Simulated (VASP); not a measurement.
These are PBE GGA, VASP's PBE PAW potentials (set 64) (plane waves; VASP) values and carry that method's errors.

Input for VASP

### POSCAR
```
Tl27Br26
1
   12.1499839509     0.0000000000     0.0000000000
    0.0000000000    12.1499839509     0.0000000000
    0.0000000000     0.0000000000    12.1499839509
Tl Br
27 26
Direct
  0.0000000000   0.0000000000   0.0000000000
  0.0000000000   0.0000000000   0.3333330000
  0.0000000000   0.0000000000   0.6666670000
  0.0000000000   0.3333330000   0.0000000000
  0.0000000000   0.3333330000   0.3333330000
  0.0000000000   0.3333330000   0.6666670000
  0.0000000000   0.6666670000   0.0000000000
  0.0000000000   0.6666670000   0.3333330000
  0.0000000000   0.6666670000   0.6666670000
  0.3333330000   0.0000000000   0.0000000000
  0.3333330000   0.0000000000   0.3333330000
  0.3333330000   0.0000000000   0.6666670000
  0.3333330000   0.3333330000   0.0000000000
  0.3333330000   0.3333330000   0.3333330000
  0.3333330000   0.3333330000   0.6666670000
  0.3333330000   0.6666670000   0.0000000000
  0.3333330000   0.6666670000   0.3333330000
  0.3333330000   0.6666670000   0.6666670000
  0.6666670000   0.0000000000   0.0000000000
  0.6666670000   0.0000000000   0.3333330000
  0.6666670000   0.0000000000   0.6666670000
  0.6666670000   0.3333330000   0.0000000000
  0.6666670000   0.3333330000   0.3333330000
  0.6666670000   0.3333330000   0.6666670000
  0.6666670000   0.6666670000   0.0000000000
  0.6666670000   0.6666670000   0.3333330000
  0.6666670000   0.6666670000   0.6666670000
  0.1666670000   0.1666670000   0.1666670000
  0.1666670000   0.1666670000   0.5000000000
  0.1666670000   0.1666670000   0.8333330000
  0.1666670000   0.5000000000   0.1666670000
  0.1666670000   0.5000000000   0.5000000000
  0.1666670000   0.5000000000   0.8333330000
  0.1666670000   0.8333330000   0.1666670000
  0.1666670000   0.8333330000   0.5000000000
  0.1666670000   0.8333330000   0.8333330000
  0.5000000000   0.1666670000   0.1666670000
  0.5000000000   0.1666670000   0.5000000000
  0.5000000000   0.1666670000   0.8333330000
  0.5000000000   0.5000000000   0.1666670000
  0.5000000000   0.5000000000   0.8333330000
  0.5000000000   0.8333330000   0.1666670000
  0.5000000000   0.8333330000   0.5000000000
  0.5000000000   0.8333330000   0.8333330000
  0.8333330000   0.1666670000   0.1666670000
  0.8333330000   0.1666670000   0.5000000000
  0.8333330000   0.1666670000   0.8333330000
  0.8333330000   0.5000000000   0.1666670000
  0.8333330000   0.5000000000   0.5000000000
  0.8333330000   0.5000000000   0.8333330000
  0.8333330000   0.8333330000   0.1666670000
  0.8333330000   0.8333330000   0.5000000000
  0.8333330000   0.8333330000   0.8333330000
```

INCAR:
```
ISIF = 2   ! forces and stress, cell fixed
ISYM = 0
ISMEAR = 0   ! Gaussian
NELMIN = 4
LASPH = .TRUE.   ! aspherical one-centre terms
GGA = PE   ! PBE
NELECT = 532.0
LMAXMIX = 4
EDIFFG = -0.03   ! ionic stop
NSW = 60   ! most ionic steps
NELM = 100   ! most electronic steps
LWAVE = .FALSE.
EDIFF = 1E-5
LREAL = Auto
PREC = Normal
IBRION = 2   ! conjugate gradients
ALGO = Fast   ! Davidson, then RMM-DIIS
SIGMA = 0.05   ! width (eV)
ENCUT = 400
LCHARG = .FALSE.
SYSTEM = Tl27Br26
```

KPOINTS:
```
Automatic mesh
0
Gamma
1 1 1
0 0 0
```

POTCAR, in this order: Tl_d Br (PBE.64 set). Program: vasp_gam.

What VASP printed:

**OSZICAR**
```
...
RMM:   8    -0.149358937923E+03   -0.68281E-05   -0.62917E-05   491   0.145E-02
   5 F= -.14935894E+03 E0= -.14935894E+03  d E =-.234550E+00
       N       E                     dE             d eps       ncg     rms          rms(c)
DAV:   1    -0.149357513256E+03    0.14178E-02   -0.82610E+00   664   0.421E+00    0.729E-01
RMM:   2    -0.149372885058E+03   -0.15372E-01   -0.16491E-01   640   0.757E-01    0.125E-01
RMM:   3    -0.149374425518E+03   -0.15405E-02   -0.19383E-02   643   0.302E-01    0.176E-01
RMM:   4    -0.149374483049E+03   -0.57531E-04   -0.32182E-03   648   0.118E-01    0.122E-01
RMM:   5    -0.149374476281E+03    0.67687E-05   -0.10475E-03   640   0.605E-02    0.308E-02
RMM:   6    -0.149374496222E+03   -0.19941E-04   -0.20391E-04   635   0.282E-02    0.224E-02
RMM:   7    -0.149374504453E+03   -0.82306E-05   -0.61626E-05   532   0.148E-02
   6 F= -.14937450E+03 E0= -.14937450E+03  d E =-.155665E-01
       N       E                     dE             d eps       ncg     rms          rms(c)
DAV:   1    -0.149332968600E+03    0.41528E-01   -0.39317E+01   656   0.921E+00    0.160E+00
RMM:   2    -0.149406185931E+03   -0.73217E-01   -0.78712E-01   640   0.166E+00    0.273E-01
RMM:   3    -0.149413661610E+03   -0.74757E-02   -0.92982E-02   643   0.662E-01    0.385E-01
RMM:   4    -0.149413993718E+03   -0.33211E-03   -0.15447E-02   648   0.259E-01    0.275E-01
RMM:   5    -0.149413919668E+03    0.74050E-04   -0.51684E-03   640   0.135E-01    0.678E-02
RMM:   6    -0.149414016174E+03   -0.96506E-04   -0.10008E-03   647   0.630E-02    0.499E-02
RMM:   7    -0.149414059001E+03   -0.42826E-04   -0.31549E-04   645   0.334E-02    0.219E-02
RMM:   8    -0.149414050338E+03    0.86627E-05   -0.15730E-04   608   0.194E-02    0.123E-02
RMM:   9    -0.149414051023E+03   -0.68509E-06   -0.25868E-05   417   0.992E-03
   7 F= -.14941405E+03 E0= -.14941405E+03  d E =-.551131E-01
       N       E                     dE             d eps       ncg     rms          rms(c)
DAV:   1    -0.149121441871E+03    0.29261E+00   -0.15743E+02   656   0.185E+01    0.329E+00
RMM:   2    -0.149417172607E+03   -0.29573E+00   -0.31825E+00   640   0.332E+00    0.597E-01
RMM:   3    -0.149447205655E+03   -0.30033E-01   -0.37270E-01   643   0.133E+00    0.800E-01
RMM:   4    -0.149448675289E+03   -0.14696E-02   -0.61615E-02   647   0.518E-01    0.602E-01
RMM:   5    -0.149447957963E+03    0.71733E-03   -0.21325E-02   640   0.271E-01    0.159E-01
RMM:   6    -0.149448349586E+03   -0.39162E-03   -0.42030E-03   640   0.129E-01    0.987E-02
RMM:   7    -0.149448532809E+03   -0.18322E-03   -0.14148E-03   645   0.684E-02    0.611E-02
RMM:   8    -0.149448481150E+03    0.51659E-04   -0.69410E-04   639   0.400E-02    0.248E-02
RMM:   9    -0.149448485168E+03   -0.40179E-05   -0.10624E-04   616   0.205E-02    0.808E-03
RMM:  10    -0.149448488001E+03   -0.28335E-05   -0.30279E-05   427   0.952E-03
   8 F= -.14944849E+03 E0= -.14944849E+03  d E =-.895501E-01
       N       E                     dE             d eps       ncg     rms          rms(c)
DAV:   1    -0.149389470934E+03    0.59014E-01   -0.41449E+01   648   0.907E+00    0.132E+00
RMM:   2    -0.149452179247E+03   -0.62708E-01   -0.67163E-01   640   0.157E+00    0.240E-01
RMM:   3    -0.149459715778E+03   -0.75365E-02   -0.86859E-02   646   0.632E-01    0.338E-01
RMM:   4    -0.149460355438E+03   -0.63966E-03   -0.15088E-02   651   0.247E-01    0.259E-01
RMM:   5    -0.149460366413E+03   -0.10975E-04   -0.48338E-03   641   0.127E-01    0.918E-02
RMM:   6    -0.149460461383E+03   -0.94970E-04   -0.11202E-03   641   0.599E-02    0.322E-02
RMM:   7    -0.149460490496E+03   -0.29114E-04   -0.30223E-04   637   0.313E-02    0.948E-03
RMM:   8    -0.149460494685E+03   -0.41885E-05   -0.69143E-05   503   0.151E-02
   9 F= -.14946049E+03 E0= -.14946049E+03  d E =-.120067E-01
       N       E                     dE             d eps       ncg     rms          rms(c)
DAV:   1    -0.149459356843E+03    0.11337E-02   -0.16376E+00   664   0.176E+00    0.265E-01
RMM:   2    -0.149461822399E+03   -0.24656E-02   -0.26463E-02   640   0.306E-01    0.451E-02
RMM:   3    -0.149462120294E+03   -0.29789E-03   -0.34260E-03   646   0.124E-01    0.642E-02
RMM:   4    -0.149462144763E+03   -0.24469E-04   -0.59396E-04   650   0.490E-02    0.479E-02
RMM:   5    -0.149462146973E+03   -0.22102E-05   -0.19110E-04   619   0.252E-02    0.165E-02
RMM:   6    -0.149462150482E+03   -0.35091E-05   -0.38535E-05   457   0.113E-02
  10 F= -.14946215E+03 E0= -.14946215E+03  d E =-.136625E-01
       N       E                     dE             d eps       ncg     rms          rms(c)
DAV:   1    -0.149443866605E+03    0.18280E-01   -0.17937E+01   640   0.559E+00    0.542E-01
RMM:   2    -0.149462354966E+03   -0.18488E-01   -0.19443E-01   640   0.923E-01    0.119E-01
RMM:   3    -0.149465189546E+03   -0.28346E-02   -0.29894E-02   642   0.379E-01    0.136E-01
RMM:   4    -0.149465611429E+03   -0.42188E-03   -0.55479E-03   658   0.150E-01    0.108E-01
RMM:   5    -0.149465713679E+03   -0.10225E-03   -0.16095E-03   641   0.771E-02    0.467E-02
RMM:   6    -0.149465749837E+03   -0.36159E-04   -0.41048E-04   632   0.377E-02    0.867E-03
RMM:   7    -0.149465759078E+03   -0.92403E-05   -0.11276E-04   539   0.198E-02    0.743E-03
RMM:   8    -0.149465761804E+03   -0.27258E-05   -0.25913E-05   440   0.930E-03
  11 F= -.14946576E+03 E0= -.14946576E+03  d E =-.361132E-02
       N       E                     dE             d eps       ncg     rms          rms(c)
DAV:   1    -0.149464467364E+03    0.12917E-02   -0.17927E+00   640   0.176E+00    0.170E-01
RMM:   2    -0.149466328510E+03   -0.18611E-02   -0.19535E-02   640   0.292E-01    0.402E-02
RMM:   3    -0.149466611696E+03   -0.28319E-03   -0.29992E-03   642   0.120E-01    0.438E-02
RMM:   4    -0.149466653037E+03   -0.41340E-04   -0.55577E-04   641   0.477E-02    0.339E-02
RMM:   5    -0.149466663692E+03   -0.10655E-04   -0.16285E-04   570   0.245E-02    0.146E-02
RMM:   6    -0.149466667433E+03   -0.37414E-05   -0.40895E-05   460   0.118E-02
  12 F= -.14946667E+03 E0= -.14946667E+03  d E =-.451695E-02
       N       E                     dE             d eps       ncg     rms          rms(c)
DAV:   1    -0.149466586446E+03    0.77246E-04   -0.80486E-02   640   0.375E-01    0.376E-02
RMM:   2    -0.149466668630E+03   -0.82184E-04   -0.86193E-04   634   0.617E-02    0.907E-03
RMM:   3    -0.149466681160E+03   -0.12530E-04   -0.13384E-04   570   0.254E-02    0.876E-03
RMM:   4    -0.149466682966E+03   -0.18062E-05   -0.24894E-05   392   0.100E-02
  13 F= -.14946668E+03 E0= -.14946668E+03  d E =-.453248E-02
       N       E                     dE             d eps       ncg     rms          rms(c)
DAV:   1    -0.149466673192E+03    0.79683E-05   -0.14306E-02   640   0.159E-01    0.191E-02
RMM:   2    -0.149466688270E+03   -0.15079E-04   -0.15825E-04   592   0.263E-02    0.384E-03
RMM:   3    -0.149466690627E+03   -0.23567E-05   -0.24470E-05   377   0.108E-02    0.306E-03
RMM:   4    -0.149466690956E+03   -0.32852E-06   -0.43443E-06   282   0.399E-03
  14 F= -.14946669E+03 E0= -.14946669E+03  d E =-.454047E-02
       N       E                     dE             d eps       ncg     rms          rms(c)
DAV:   1    -0.149462542958E+03    0.41477E-02   -0.22905E+00   672   0.204E+00    0.502E-01
RMM:   2    -0.149468501341E+03   -0.59584E-02   -0.65211E-02   640   0.393E-01    0.793E-02
RMM:   3    -0.149468986110E+03   -0.48477E-03   -0.69746E-03   644   0.153E-01    0.122E-01
RMM:   4    -0.149468933854E+03    0.52257E-04   -0.10881E-03   631   0.589E-02    0.683E-02
RMM:   5    -0.149468929050E+03    0.48030E-05   -0.30151E-04   597   0.286E-02    0.222E-02
RMM:   6    -0.149468934131E+03   -0.50806E-05   -0.57096E-05   498   0.135E-02
  15 F= -.14946893E+03 E0= -.14946893E+03  d E =-.224318E-02
```

**OUTCAR**
```
------------------------ aborting loop because EDIFF is reached ----------------------------------------
  FORCE on cell =-STRESS in cart. coord.  units (eV):
  Direction    XX          YY          ZZ          XY          YZ          ZX
  --------------------------------------------------------------------------------------
  Total       -9.2688092     -9.2688747     -9.2689007      0.0000008      0.0000066      0.0000125
  in kB       -8.2795629     -8.2796214     -8.2796447      0.0000007      0.0000059      0.0000112
  external PRESSURE =      -8.2796097 kB  Pullay stress =       0.0000000 kB
  volume of cell :     1793.61
      direct lattice vectors                 reciprocal lattice vectors
    12.149983951  0.000000000  0.000000000     0.082304635  0.000000000  0.000000000
     0.000000000 12.149983951  0.000000000     0.000000000  0.082304635  0.000000000
     0.000000000  0.000000000 12.149983951     0.000000000  0.000000000  0.082304635
 POSITION                                       TOTAL-FORCE (eV/Angst)
 -----------------------------------------------------------------------------------
      0.00000     12.14998      0.00000        -0.000039      0.000057     -0.000056
     12.14998      0.00000      4.08981         0.000009     -0.000048      0.003112
      0.00000     12.14998      8.06017        -0.000008      0.000021     -0.003010
      0.00000      4.08982     12.14998        -0.000037      0.002973      0.000054
      0.00000      4.02684      4.02684        -0.000056     -0.010798     -0.010844
      0.00000      4.02684      8.12315        -0.000036     -0.010819      0.010801
      0.00000      8.06017     12.14998        -0.000005     -0.002999      0.000050
      0.00000      8.12315      4.02684        -0.000055      0.010734     -0.010799
      0.00000      8.12314      8.12315        -0.000000      0.010875      0.010803
      4.08982      0.00000     12.14998         0.002957     -0.000004     -0.000002
      4.02683      0.00001      4.02683        -0.010739     -0.000162     -0.010741
      4.02684     12.14998      8.12315        -0.010808      0.000036      0.010727
      4.02683      4.02684     12.14998        -0.010718     -0.010770      0.000043
      3.95140      3.95139      3.95141        -0.016633     -0.016579     -0.016792
      3.95140      3.95141      8.19858        -0.016705     -0.016820      0.016658
      4.02683      8.12315      0.00000        -0.010736      0.010814     -0.000002
      3.95140      8.19858      3.95140        -0.016663      0.016676     -0.016642
      3.95140      8.19858      8.19859        -0.016628      0.016684      0.016536
      8.06016      0.00000      0.00000        -0.002902     -0.000051     -0.000052
      8.12315     12.14998      4.02683         0.010727      0.000061     -0.010724
      8.12314     12.14998      8.12315         0.010834      0.000044      0.010793
      8.12314      4.02684     12.14998         0.010832     -0.010801      0.000077
      8.19859      3.95140      3.95141         0.016631     -0.016615     -0.016789
      8.19858      3.95140      8.19858         0.016697     -0.016675      0.016747
      8.12315      8.12315     12.14998         0.010735      0.010810      0.000052
      8.19858      8.19859      3.95140         0.016689      0.016612     -0.016710
      8.19858      8.19858      8.19858         0.016669      0.016701      0.016699
      2.02484      2.02484      2.02483        -0.001032     -0.001038     -0.001034
      1.99965      1.99965      6.07499         0.005030      0.005024      0.000005
      2.02483      2.02483     10.12515        -0.001031     -0.001038      0.001041
      1.99965      6.07499      1.99965         0.005027      0.000010      0.005021
      2.23158      6.07499      6.07499         0.010128      0.000001     -0.000001
      1.99965      6.07499     10.15034         0.005025      0.000008     -0.005020
      2.02484     10.12515      2.02483        -0.001038      0.001039     -0.001043
      1.99965     10.15034      6.07499         0.005017     -0.005016     -0.000000
      2.02484     10.12515     10.12515        -0.001043      0.001043      0.001051
      6.07499      1.99964      1.99964         0.000002      0.005029      0.005028
      6.07499      2.23158      6.07499        -0.000000      0.010117      0.000003
      6.07499      1.99964     10.15034         0.000003      0.005031     -0.005027
      6.07499      6.07499      2.23159        -0.000004      0.000002      0.010109
      6.07499      6.07499      9.91840         0.000007      0.000003     -0.010109
      6.07499     10.15034      1.99964        -0.000001     -0.005028      0.005022
      6.07499      9.91840      6.07499         0.000001     -0.010117      0.000009
      6.07499     10.15034     10.15034        -0.000002     -0.005027     -0.005027
     10.12515      2.02483      2.02483         0.001041     -0.001043     -0.001047
     10.15034      1.99964      6.07499        -0.005020      0.005017      0.000002
     10.12515      2.02483     10.12515         0.001025     -0.001031      0.001035
     10.15034      6.07499      1.99964        -0.005022      0.000007      0.005015
      9.91840      6.07499      6.07499        -0.010129      0.000003      0.000012
     10.15034      6.07499     10.15034        -0.005029      0.000003     -0.005027
     10.12515     10.12515      2.02484         0.001038      0.001038     -0.001045
     10.15034     10.15034      6.07499        -0.005028     -0.005026     -0.000001
     10.12515     10.12515     10.12515         0.001029      0.001033      0.001034
 -----------------------------------------------------------------------------------
    total drift:                                0.000007     -0.000050     -0.000028
  FREE ENERGIE OF THE ION-ELECTRON SYSTEM (eV)
  ---------------------------------------------------
  free  energy   TOTEN  =      -149.4689341311 eV

  energy  without entropy=     -149.4689341311  energy(sigma->0) =     -149.46893413

 reached required accuracy - stopping structural energy minimisation
```
(Selected blocks of OUTCAR.)

CONTCAR:
```
Tl27Br26
   1.00000000000000
    12.1499839508999994    0.0000000000000000    0.0000000000000000
     0.0000000000000000   12.1499839508999994    0.0000000000000000
     0.0000000000000000    0.0000000000000000   12.1499839508999994
  Tl              Br
    27    26
Direct
     0.0000002677759741    0.9999996350406223    0.0000003778784547
     0.9999999500601910    0.0000003111694522    0.3366100584302602
     0.0000000659959663    0.9999998761725234    0.6633892613524890
     0.0000002508249477    0.3366109613428782    0.9999996109164347
     0.0000003689825359    0.3314273608032939    0.3314277024235471
     0.0000002420579455    0.3314274946385338    0.6685726888374048
     0.0000000364749072    0.6633891992878387    0.9999997373261913
     0.0000003606421228    0.6685730537531049    0.3314273133022513
     0.0000000118066975    0.6685721330385462    0.6685725586545254
     0.3366110995343581    0.0000000388536997    0.9999999625782922
     0.3314269585515919    0.0000010573560785    0.3314269989944238
     0.3314274301787929    0.9999997834956569    0.6685731708198955
     0.3314268617444745    0.3314271966228075    0.9999998319709150
     0.3252182401258194    0.3252178909973135    0.3252192702821970
     0.3252187398462887    0.3252194878043800    0.6747815405750378
     0.3314269804122675    0.6685725213698321    0.0000000131367186
     0.3252184273494947    0.6747815062119127    0.3252183239397234
     0.3252182186734677    0.6747814118273132    0.6747823344990086
     0.6633885351838508    0.0000003375213520    0.0000003813877507
     0.6685731345138946    0.9999996213736759    0.3314267710420808
     0.6685723998026575    0.9999997275178276    0.6685726402200193
     0.6685723707281587    0.3314274248132963    0.9999995132414884
     0.6747817427628018    0.3252181732342835    0.3252192815564400
     0.6747813291813908    0.3252185198710291    0.6747809853883188
     0.6685730210103472    0.6685725348719214    0.9999995630067295
     0.6747813892446473    0.6747818618680295    0.3252187590850508
     0.6747815225205213    0.6747813332083514    0.6747813151370794
     0.1666533545634304    0.1666533142819153    0.1666532129922873
     0.1645800674191973    0.1645800992319571    0.5000002198172494
     0.1666532937645991    0.1666532991232378    0.8333466814481520
     0.1645801244037938    0.4999997799568416    0.1645800949167865
     0.1836697725653224    0.4999999501608560    0.5000000669667970
     0.1645800831127639    0.4999998787109307    0.8354201682402990
     0.1666534406696790    0.8333467619517586    0.1666533033110455
     0.1645801594664698    0.8354200042241329    0.5000001047408736
     0.1666533818990201    0.8333467877255728    0.8333466695172638
     0.4999999587076090    0.1645799952267661    0.1645800478738261
     0.4999999331827016    0.1836697434971908    0.4999999978506747
     0.4999998657576127    0.1645799792159486    0.8354201316437710
     0.5000000164524356    0.4999999482490589    0.1836698164009688
     0.4999998538368116    0.4999999489566728    0.8163302298345233
     0.5000000138465509    0.8354200123155858    0.1645799153201162
     0.4999999952916937    0.8163303043854077    0.4999998792603296
     0.4999999514059369    0.8354199600659367    0.8354199212124414
     0.8333466726077190    0.1666532245491020    0.1666533016301460
     0.8354199194391458    0.1645800132959669    0.4999999346515077
     0.8333468119963950    0.1666531767497403    0.8333467538061879
     0.8354199007285679    0.4999998502982018    0.1645799026278202
     0.8163302422121430    0.4999999828166694    0.4999998546592138
     0.8354199615710808    0.4999999607974415    0.8354199814395833
     0.8333466358772692    0.8333468001863474    0.1666533674452541
     0.8354199099462971    0.8354200226711651    0.4999997418007218
     0.8333467232896401    0.8333467472900421    0.8333467346094325
```

The cell is charged, with a uniform compensating background. The supercell is sampled at Γ alone, which is coarse: total energies, pressure and levels can be off, energies of defects by several tenths of an eV.

The cell is a supercell with a defect, built from a database entry that may be metastable or hypothetical: vac_Br, charge +1. The run is not spin-polarised, so no state with unpaired spins was tried.
